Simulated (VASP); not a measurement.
# Al2Pt: structure and properties in VASP, part 2 of 5

What structure does Al2Pt take at this level, and what are its properties? The start is a cell from a database of measured crystal structures.

VASP 6.6.1; revPBE; plane waves and PAW (Pt, Al).

So far. Step 2 (Relaxing cell and atoms (revPBE)): It ends with forces that vanish by symmetry and a pressure of 0.00 GPa. The volume lies +3.0 % from that of the database's start. Step 3 (Second relaxation): It ends with forces that vanish by symmetry and a pressure of 0.01 GPa. The volume moved by under 0.01 %: the run met its threshold at the first step.

The database entry behind the starting cell differs from later determinations by our own check (0.1 to 0.3 % short, probably kX units), so it need not match the best structure at ambient conditions.

## 4. Density, ELF and potential (revPBE)

A single point on the relaxed cell gives a clean self-consistent state, with density, ELF and potential written out.

INCAR reads:

```
SYSTEM = Al2Pt
PREC = Accurate
ENCUT = 400
EDIFF = 1E-06
NELM = 100
ISMEAR = 0
SIGMA = 0.05
LREAL = .FALSE.
ALGO = Normal
GGA = RE
NBANDS = 14
LORBIT = 11
LWAVE = .FALSE.
LCHARG = .TRUE.
ISIF = 2
LELF = .TRUE.
LVHAR = .TRUE.
```

POSCAR reads:

```
Al2Pt
1.0
    0.0000000000      2.9842601857      2.9842601857
    2.9842601857      0.0000000000      2.9842601857
    2.9842601857      2.9842601857      0.0000000000
Pt Al
1 2
Direct
    0.0000000000      0.0000000000      0.0000000000
    0.7500000000      0.7500000000      0.7500000000
    0.2500000000      0.2500000000      0.2500000000
```

KPOINTS reads:

```
Automatic mesh
0
Gamma
7 7 7
0 0 0
```

The projector-augmented-wave data sets are Pt and Al (PBE family, release 64).

The run is started by

```console
mpirun -np 1 vasp_std
```

Output:

```text
[... set-up lines as in an earlier step ...]
 entering main loop
       N       E                     dE             d eps       ncg     rms          rms(c)
[... 13 cycles as in an earlier step ...]
   1 F= -.15332368E+02 E0= -.15331314E+02  d E =-.210875E-02
```

Run time: 16 s. Hardware: 1 MPI rank of Intel Xeon Platinum 8488C (Sapphire Rapids), shared host; peak memory 0.15 GiB.

From OUTCAR (step 4):

```text
The static configuration has the point symmetry O_h .

 Found     20 irreducible k-points:

   NELECT =      16.0000    total number of electrons

 E-fermi :   7.6312

[... 20 parts as in an earlier step ...]
```

Numbers from this step:

```yaml
scf_cycles: 13
```

Valence electrons inside each PAW sphere by angular momentum. Sphere charges, by row:

```
atom  s (e)  p (e)  d (e)  tot (e)
 Pt1  0.825  0.696  8.137    9.659
 Al2  0.402   0.35      0    0.752
 Al3  0.402   0.35      0    0.752
```

Electrostatic potential energy in the ac plane of a cell with a along [110], b along [-110] and c along [001] of the cube at fractional y = 0.000, with atoms of Pt and Al within 0.2 Å of it. With pseudopotentials it is smooth inside the atoms' cores, unlike the true potential.

Ten even steps from '0' (-83 eV) to '9' (4 eV), each cell a mean:
```
136999999742136999999742
458988789864458988789864
889873258998889873258998
999850027999999850027999
999851037999999851037999
999986578999999986578999
999998899999999998899999
999999999999999999999999
999999999999999999999999
999988789999999988789999
999873258999999873258999
999850027999999850027999
999851037999999851037999
678986578986678986578986
247998899853247998899853
125899999731125899999731
```
Columns run along a (8.4 Å; values clipped at the 3rd and 97th percentile), rows up along c (6.0 Å), edges of the conventional cell, whose origin can differ from the input's. Atoms in or near the plane, at fractional coordinates: Pt at (0.00, 0.00), Pt at (0.50, 0.00), Al at (0.25, 0.75), Al at (0.75, 0.75), Al at (0.25, 0.25), Al at (0.75, 0.25).

ELF in the ac plane of a cell with a along [110], b along [-110] and c along [001] of the cube at fractional y = 0.000, with atoms of Pt and Al within 0.2 Å of it. It is the smooth field of the valence electrons, not physical close to the nuclei.

Values, 9 rows by 16 columns, each cell a mean:
```
0.09 0.30 0.49 0.56 0.53 0.54 0.38 0.13 0.09 0.30 0.49 0.56 0.53 0.54 0.38 0.13
0.37 0.46 0.62 0.33 0.22 0.57 0.52 0.38 0.37 0.46 0.62 0.33 0.22 0.57 0.52 0.38
0.28 0.37 0.36 0.10 0.07 0.29 0.40 0.30 0.28 0.37 0.36 0.10 0.07 0.29 0.40 0.30
0.06 0.13 0.29 0.41 0.43 0.34 0.18 0.08 0.06 0.13 0.29 0.41 0.43 0.34 0.18 0.08
0.02 0.08 0.27 0.47 0.51 0.34 0.12 0.03 0.02 0.08 0.27 0.47 0.51 0.34 0.12 0.03
0.10 0.18 0.30 0.34 0.34 0.31 0.21 0.12 0.10 0.18 0.30 0.34 0.34 0.31 0.21 0.12
0.33 0.43 0.43 0.11 0.04 0.33 0.47 0.35 0.33 0.43 0.43 0.11 0.04 0.33 0.47 0.35
0.33 0.44 0.61 0.42 0.33 0.62 0.50 0.35 0.33 0.44 0.61 0.42 0.33 0.62 0.50 0.35
0.07 0.25 0.46 0.54 0.54 0.50 0.34 0.07 0.07 0.25 0.46 0.54 0.54 0.50 0.34 0.07
```
Columns run along a (8.4 Å), rows up along c (6.0 Å), edges of the conventional cell, whose origin can differ from the input's. Atoms in or near the plane, at fractional coordinates: Pt at (0.00, 0.00), Pt at (0.50, 0.00), Al at (0.25, 0.75), Al at (0.75, 0.75), Al at (0.25, 0.25), Al at (0.75, 0.25).

Valence density in the ac plane of a cell with a along [110], b along [-110] and c along [001] of the cube at fractional y = 0.000, with atoms of Pt and Al within 0.2 Å of it. It is the smooth field of the valence electrons, not physical close to the nuclei.

Ten even steps from '0' (0.0 e/Å³) to '9' (3.3 e/Å³), each cell a mean:
```
863100001247863100001247
532100000134532100000134
211000000111211000000111
000000000000000000000000
000000000000000000000000
000000000000000000000000
000000000000000000000000
000000000000000000000000
000000000000000000000000
000000000000000000000000
000000000000000000000000
000000000000000000000000
100000000001100000000001
321100000113321100000113
652100000136652100000136
973100001258973100001258
```
Columns run along a (8.4 Å), rows up along c (6.0 Å), edges of the conventional cell, whose origin can differ from the input's. Atoms in or near the plane, at fractional coordinates: Pt at (0.00, 0.00), Pt at (0.50, 0.00), Al at (0.25, 0.75), Al at (0.75, 0.75), Al at (0.25, 0.25), Al at (0.75, 0.25).

In this run the pressure is 0.01 GPa, small enough to go on.

## 5. Band structure (revPBE)

Levels along the symmetry lines show where the bands peak and cross; KPOINTS_OPT computes them in the converged potential.

INCAR reads:

```
SYSTEM = Al2Pt
PREC = Accurate
ENCUT = 400
EDIFF = 1E-06
NELM = 100
ISMEAR = 0
SIGMA = 0.05
LREAL = .FALSE.
ALGO = Normal
GGA = RE
NBANDS = 21
LORBIT = 11
LWAVE = .FALSE.
LCHARG = .FALSE.
```

POSCAR is that of step 4.

KPOINTS is that of step 4.

KPOINTS_OPT reads:

```
Line mode
16
Line-mode
Reciprocal
  0.00000000   0.00000000   0.00000000 GAMMA
  0.50000000   0.00000000   0.50000000 X

  0.50000000   0.00000000   0.50000000 X
  0.50000000   0.25000000   0.75000000 W

  0.50000000   0.25000000   0.75000000 W
  0.37500000   0.37500000   0.75000000 K

  0.37500000   0.37500000   0.75000000 K
  0.00000000   0.00000000   0.00000000 GAMMA

  0.00000000   0.00000000   0.00000000 GAMMA
  0.50000000   0.50000000   0.50000000 L

  0.50000000   0.50000000   0.50000000 L
  0.62500000   0.25000000   0.62500000 U

  0.62500000   0.25000000   0.62500000 U
  0.50000000   0.25000000   0.75000000 W

  0.50000000   0.25000000   0.75000000 W
  0.50000000   0.50000000   0.50000000 L

  0.50000000   0.50000000   0.50000000 L
  0.37500000   0.37500000   0.75000000 K

  0.62500000   0.25000000   0.62500000 U
  0.50000000   0.00000000   0.50000000 X
```

The run is started by

```console
mpirun -np 1 vasp_std
```

Output:

```text
[... set-up lines as in an earlier step ...]
 entering main loop
       N       E                     dE             d eps       ncg     rms          rms(c)
DAV:   1     0.385006961825E+02    0.38501E+02   -0.52159E+03   864   0.518E+02
DAV:   2    -0.144789802928E+02   -0.52980E+02   -0.46871E+02   994   0.121E+02
DAV:   3    -0.158237967107E+02   -0.13448E+01   -0.13347E+01  1008   0.169E+01
DAV:   4    -0.158352288004E+02   -0.11432E-01   -0.11431E-01   970   0.183E+00
DAV:   5    -0.158354299844E+02   -0.20118E-03   -0.20118E-03  1030   0.248E-01    0.813E+00
DAV:   6    -0.154311168068E+02    0.40431E+00   -0.11359E+00   935   0.853E+00    0.241E+00
DAV:   7    -0.153569972312E+02    0.74120E-01   -0.96273E-02   925   0.246E+00    0.168E+00
DAV:   8    -0.153317386736E+02    0.25259E-01   -0.27768E-02   970   0.110E+00    0.249E-01
DAV:   9    -0.153320812885E+02   -0.34261E-03   -0.91617E-04  1001   0.188E-01    0.155E-01
DAV:  10    -0.153323501914E+02   -0.26890E-03   -0.29348E-04   935   0.789E-02    0.135E-02
DAV:  11    -0.153323623391E+02   -0.12148E-04   -0.13119E-05   996   0.221E-02    0.835E-03
DAV:  12    -0.153323680576E+02   -0.57185E-05   -0.10151E-05   950   0.132E-02    0.957E-04
DAV:  13    -0.153323681053E+02   -0.47704E-07   -0.18903E-07   797   0.210E-03
   1 F= -.15332368E+02 E0= -.15331314E+02  d E =-.210873E-02
 Start KPOINTS_OPT (optional k-point list driver)
k-point batch [1-20\160]
       N       E                     dE             ncg
DAV:   1     0.229530180751E+04   -0.38364E+04      872
DAV:   2     0.124884992236E+04   -0.10465E+04      953
DAV:   3     0.122404758309E+04   -0.24802E+02     1048
DAV:   4     0.122380911038E+04   -0.23847E+00      983
DAV:   5     0.122380414100E+04   -0.49694E-02     1055
DAV:   6     0.122380401206E+04   -0.12894E-03     1004
DAV:   7     0.122380400837E+04   -0.36951E-05     1042
DAV:   8     0.122380400828E+04   -0.91317E-07      668
[...]
k-point batch [141-160\160]
       N       E                     dE             ncg
DAV:   1     0.217088081689E+04   -0.73050E+04      848
DAV:   2     0.111920813716E+04   -0.10517E+04      963
DAV:   3     0.109527486332E+04   -0.23933E+02     1136
DAV:   4     0.109502356021E+04   -0.25130E+00      998
DAV:   5     0.109501808372E+04   -0.54765E-02     1068
DAV:   6     0.109501793703E+04   -0.14669E-03     1052
DAV:   7     0.109501793267E+04   -0.43644E-05     1076
DAV:   8     0.109501793255E+04   -0.11349E-06      681
```

It took 72 s on 1 MPI rank; peak memory 0.16 GiB.

From OUTCAR (step 5):

```text
   k-points           NKPTS =     20   k-points in BZ     NKDIM =     20   number of bands    NBANDS=     21

   NELECT =      16.0000    total number of electrons

 E-fermi :   7.6312

 k-point     4 :       0.4286    0.0000    0.0000
  band No.  band energies     occupation
    ...
      3       3.0308      2.00000
      4       3.0308      2.00000
      5       4.2083      2.00000
      6       4.2083      2.00000
      7       4.2825      2.00000
      8       8.7656      0.00000
      9       8.7656      0.00000
     10      11.4049      0.00000
     11      12.6831      0.00000
     12      12.6831      0.00000
    ...

  Total        0.0027649      0.0027649      0.0027649     -0.0000000     -0.0000000     -0.0000000
  in kB        0.0833395      0.0833395      0.0833395     -0.0000000     -0.0000000     -0.0000000
  external PRESSURE =       0.0833395 kB  Pullay stress =       0.0000000 kB

 POSITION                                       TOTAL-FORCE (eV/Angst)
 -----------------------------------------------------------------------------------
      0.00000      0.00000      0.00000         0.000000      0.000000      0.000000
      4.47639      4.47639      4.47639         0.000000      0.000000      0.000000
      1.49213      1.49213      1.49213        -0.000000     -0.000000     -0.000000
 -----------------------------------------------------------------------------------
    total drift:                               -0.000000     -0.000000      0.000000

  FREE ENERGIE OF THE ION-ELECTRON SYSTEM (eV)
  ---------------------------------------------------
  free  energy   TOTEN  =       -15.3323681053 eV

  energy  without entropy=      -15.3302593719  energy(sigma->0) =      -15.33131374

[... 12 parts as in an earlier step ...]

[... 4 further parts left out ...]
```

Spin-orbit coupling is off here; with elements this heavy it splits and shifts levels by tenths of an eV or more.

This step gave:

| Quantity | Value |
| --- | --- |
| bands | 21 |
| pressure | 0.008334 GPa |

The electronic bands at the labelled points (eV, zero at the Fermi level; # counts the bands kept):

```
          point     #6     #7     #8     #9   #10   #11   #12    #13
              Γ  -3.60   2.83   3.78   3.78  3.78  5.25  5.25   5.25
0.47 of the way  -3.39   0.34   0.73   0.73  2.89  3.92  7.11   7.34
              X  -3.34  -3.12  -1.55  -1.55  2.97  3.34  8.02  10.56
0.47 of the way  -3.44  -3.18  -1.90  -1.16  3.52  4.01  7.03   9.15
              W  -3.18  -2.73  -2.73  -0.88  5.08  5.08  6.14   6.18
0.53 of the way  -3.37  -2.96  -2.19  -0.75  3.81  5.45  6.08   7.74
              K  -3.54  -2.99  -1.97  -0.59  3.20  5.33  6.67   8.42
0.47 of the way  -3.41  -1.49  -0.38   2.13  4.08  5.02  5.43   6.63
              Γ  -3.60   2.83   3.78   3.78  3.78  5.25  5.25   5.25
0.47 of the way  -3.62  -0.56   2.37   2.37  3.58  5.39  5.42   5.42
              L  -3.38  -3.38   1.01   1.01  3.76  5.03  5.03   5.15
0.47 of the way  -3.46  -3.22  -0.50   0.47  3.41  5.62  6.02   6.77
              U  -3.54  -2.99  -1.97  -0.59  3.20  5.33  6.67   8.42
0.47 of the way  -3.37  -2.96  -2.19  -0.75  3.81  5.45  6.08   7.74
              W  -3.18  -2.73  -2.73  -0.88  5.08  5.08  6.14   6.18
0.47 of the way  -3.41  -3.13  -1.14   0.02  3.88  5.06  6.72   7.31
              L  -3.38  -3.38   1.01   1.01  3.76  5.03  5.03   5.15
0.47 of the way  -3.46  -3.22  -0.50   0.47  3.41  5.62  6.02   6.77
              K  -3.54  -2.99  -1.97  -0.59  3.20  5.33  6.67   8.42
      jump to U  -3.54  -2.99  -1.97  -0.59  3.20  5.33  6.67   8.42
0.53 of the way  -3.52  -3.26  -1.68  -1.30  3.10  3.80  7.54   9.79
              X  -3.34  -3.12  -1.55  -1.55  2.97  3.34  8.02  10.56
```

Of the projections kept (Pt, Al), the largest for each band there; the rest of the weight can lie on other orbitals:

| point | #6 | #7 | #8 | #9 | #10 | #11 | #12 | #13 |
| --- | --- | --- | --- | --- | --- | --- | --- | --- |
| Γ | Pt 1.00 | Al 1.00 | Pt 0.96 | Pt 0.96 | Pt 0.96 | Pt 0.60 | Pt 0.60 | Pt 0.60 |
| X | Pt 0.98 | Pt 1.00 | Pt 0.51 | Pt 0.51 | Pt 0.63 | Pt 0.95 | - | Al 0.86 |
| W | Pt 1.00 | Pt 0.83 | Pt 0.83 | Pt 0.85 | Al 0.56 | Al 0.56 | Pt 0.92 | Pt 0.73 |
| K | Pt 0.97 | Pt 0.91 | Pt 0.87 | Pt 0.66 | Pt 0.67 | Pt 0.67 | Al 0.64 | Al 0.87 |
| Γ | Pt 1.00 | Al 1.00 | Pt 0.96 | Pt 0.96 | Pt 0.96 | Pt 0.60 | Pt 0.60 | Pt 0.60 |
| L | Pt 1.00 | Pt 1.00 | Pt 0.58 | Pt 0.58 | Al 1.00 | Pt 0.65 | Pt 0.65 | Pt 0.61 |

There is no gap at this level.

## 6. Total and projected DOS (revPBE)

Here the states are counted by energy and projected on the atoms. The mesh is finer than in the run before.

INCAR: that of step 5 with these lines changed.

```diff
@@ -5,3 +5,3 @@
 NELM = 100
-ISMEAR = 0
+ISMEAR = -5
 SIGMA = 0.05
@@ -14 +14,2 @@
 LCHARG = .FALSE.
+NEDOS = 2001
```

POSCAR is that of step 5.

KPOINTS reads:

```
Automatic mesh
0
Gamma
10 10 10
0 0 0
```

The run is started by

```console
mpirun -np 1 vasp_std
```

Output:

```text
[... set-up lines as in an earlier step ...]
 entering main loop
       N       E                     dE             d eps       ncg     rms          rms(c)
DAV:   1     0.385512914369E+02    0.38551E+02   -0.52820E+03  2070   0.515E+02
DAV:   2    -0.145621187460E+02   -0.53113E+02   -0.47673E+02  2271   0.121E+02
DAV:   3    -0.158260893416E+02   -0.12640E+01   -0.12547E+01  2438   0.165E+01
DAV:   4    -0.158369574226E+02   -0.10868E-01   -0.10871E-01  2279   0.179E+00
DAV:   5    -0.158371536906E+02   -0.19627E-03   -0.19634E-03  2427   0.247E-01    0.811E+00
DAV:   6    -0.154408697949E+02    0.39628E+00   -0.11594E+00  2214   0.846E+00    0.244E+00
DAV:   7    -0.153676882680E+02    0.73182E-01   -0.97957E-02  2154   0.246E+00    0.170E+00
DAV:   8    -0.153425681592E+02    0.25120E-01   -0.28183E-02  2277   0.112E+00    0.247E-01
DAV:   9    -0.153429177905E+02   -0.34963E-03   -0.86667E-04  2430   0.176E-01    0.156E-01
DAV:  10    -0.153431586904E+02   -0.24090E-03   -0.25930E-04  2219   0.729E-02    0.120E-02
DAV:  11    -0.153431712351E+02   -0.12545E-04   -0.10579E-05  2351   0.191E-02    0.795E-03
DAV:  12    -0.153431751176E+02   -0.38826E-05   -0.93275E-06  2209   0.124E-02    0.833E-04
DAV:  13    -0.153431751841E+02   -0.66404E-07   -0.10853E-07  1750   0.153E-03
   1 F= -.15343175E+02 E0= -.15343175E+02  d E =0.000000E+00
 -----------------------------------------------------------------------------
|                                                                             |
|           W    W    AA    RRRRR   N    N  II  N    N   GGGG   !!!           |
|           W    W   A  A   R    R  NN   N  II  NN   N  G    G  !!!           |
|           W    W  A    A  R    R  N N  N  II  N N  N  G       !!!           |
|           W WW W  AAAAAA  RRRRR   N  N N  II  N  N N  G  GGG   !            |
|           WW  WW  A    A  R   R   N   NN  II  N   NN  G    G                |
|           W    W  A    A  R    R  N    N  II  N    N   GGGG   !!!           |
|                                                                             |
|     Tetrahedron method does not include variations of the Fermi             |
|     occupations, so forces and stress will be inaccurate. We suggest        |
|     using a different smearing scheme ISMEAR = 1 or 2 for metals in         |
|     relaxations.                                                            |
|                                                                             |
 -----------------------------------------------------------------------------
```

Elapsed: 31 s, on 1 MPI rank; peak memory 0.17 GiB.

OUTCAR, selected parts (step 6):

```text
   k-points           NKPTS =     47   k-points in BZ     NKDIM =     47   number of bands    NBANDS=     21

   NELECT =      16.0000    total number of electrons

 E-fermi :   7.6372

 k-point     1 :       0.0000    0.0000    0.0000
  band No.  band energies     occupation
    ...
      2       2.7205      2.00000
      3       2.7205      2.00000
      4       2.7205      2.00000
      5       4.0423      2.00000
      6       4.0423      2.00000
      7      10.4551      0.00000
      8      11.4150      0.00000
      9      11.4150      0.00000
     10      11.4150      0.00000
     11      12.8774      0.00000
    ...

  Total       -0.0356958     -0.0356958     -0.0356958     -0.0000000     -0.0000000      0.0000000
  in kB       -1.0759386     -1.0759386     -1.0759386     -0.0000000     -0.0000000      0.0000000
  external PRESSURE =      -1.0759386 kB  Pullay stress =       0.0000000 kB

 POSITION                                       TOTAL-FORCE (eV/Angst)
 -----------------------------------------------------------------------------------
      0.00000      0.00000      0.00000        -0.000000      0.000000      0.000000
      4.47639      4.47639      4.47639        -0.000000      0.000000     -0.000000
      1.49213      1.49213      1.49213         0.000000     -0.000000      0.000000
 -----------------------------------------------------------------------------------
    total drift:                               -0.000000     -0.000000      0.000000

  FREE ENERGIE OF THE ION-ELECTRON SYSTEM (eV)
  ---------------------------------------------------
  free  energy   TOTEN  =       -15.3431751841 eV

  energy  without entropy=      -15.3431751841  energy(sigma->0) =      -15.34317518

[... 6 parts as in an earlier step ...]

[... 10 further parts left out ...]
```

With tetrahedra the forces and stress of a metal are not exact derivatives of the energy.

Numbers from this step:

| Item | Value |
| --- | --- |
| irreducible k-points | 47 |
| free energy (TOTEN) | -15.34 eV |
| Fermi energy | 7.637 eV |
| pressure | -0.1076 GPa |
| DOS at the Fermi level | 1.256 states/eV/cell |

The density of states has structure finer than the step of the table below, so its rows give means over 0.5 eV, whole bins alone (the curve runs from -11.6 to 5.98 eV). Peaks (eV: height): total -5.89: 11.9, -4.68: 10.0, -3.81: 6.87, -3.42: 13.2; Pt d -5.89: 4.17, -4.65: 6.93, -3.81: 5.29, -3.42: 10.3; Pt p -5.89: 0.688, -3.42: 0.140, 0.57: 0.241; Al s -5.89: 2.13, 3.58: 0.582.

States under -11.6 eV and over 6.0 eV are left out. Table of density of states by energy, zero at the Fermi level; means over each step; values in states/eV/cell:

```
energy (eV)   total     Pt d     Pt p     Al s
      -10.5       0        0        0        0
      -10.0  0.0485        0   1.9e-4  0.00951
       -9.5   0.235   4.8e-4  0.00239   0.0450
       -9.0   0.357  0.00289  0.00631   0.0662
       -8.5   0.477  0.00986   0.0112   0.0851
       -8.0   0.656   0.0312   0.0165    0.112
       -7.5   0.834   0.0692   0.0213    0.135
       -7.0   0.695   0.0800   0.0219    0.107
       -6.5   0.579    0.101   0.0188   0.0800
       -6.0    2.51    0.866    0.144    0.431
       -5.5    1.66    0.802   0.0496    0.185
       -5.0    1.90     1.06   0.0380   0.0426
       -4.5    4.71     3.24   0.0384   0.0172
       -4.0    3.89     2.79   0.0369   0.0207
       -3.5    5.52     4.32   0.0471   0.0235
       -3.0    1.95     1.25   0.0915   0.0475
       -2.5   0.828    0.343   0.0691   0.0301
       -2.0   0.919    0.298    0.109   0.0386
       -1.5    1.02    0.273    0.144   0.0407
       -1.0    1.17    0.266    0.186   0.0360
       -0.5    1.35    0.291    0.231   0.0320
        0.0    1.25    0.221    0.236   0.0289
        0.5    1.16    0.161    0.236   0.0242
        1.0   0.901    0.105    0.198   0.0184
        1.5   0.536   0.0632    0.124   0.0140
        2.0   0.371   0.0394   0.0894   0.0151
        2.5   0.247   0.0217   0.0606   0.0188
        3.0   0.543    0.140   0.0444    0.109
        3.5    2.55    0.499   0.0678    0.438
        4.0    1.39    0.239   0.0338    0.176
        4.5   0.676    0.107   0.0239   0.0400
        5.0    1.94    0.315   0.0567    0.138
        5.5    2.02    0.365   0.0315    0.101
```

The finer mesh and the other smearing move the Fermi level by +0.01 eV from the 7×7×7 run, a small shift, which tests the Fermi level alone. Of the states within 0.3 eV of the Fermi level, the largest shares in the PAW spheres are Pt p 19 % and Pt d 18 %. The rest lies in smaller channels or between the spheres.

[end of part 2 of 5]

[Lines on the potential files, build, host, timing and source positions are cut from VASP's logs without a mark.]

[Logs are printed without paths, hosts, clocks, repeated set-up lines and the standing remarks that a program may print on its own settings, such as how far it seeks lower states.]

[Hosts, paths, dates, database ids (printed as entryN), source tags and the programs' standing remarks are cut or masked in the printed files.]

[A measured line is paired with the nearest computed mode of its activity, which favours agreement.]
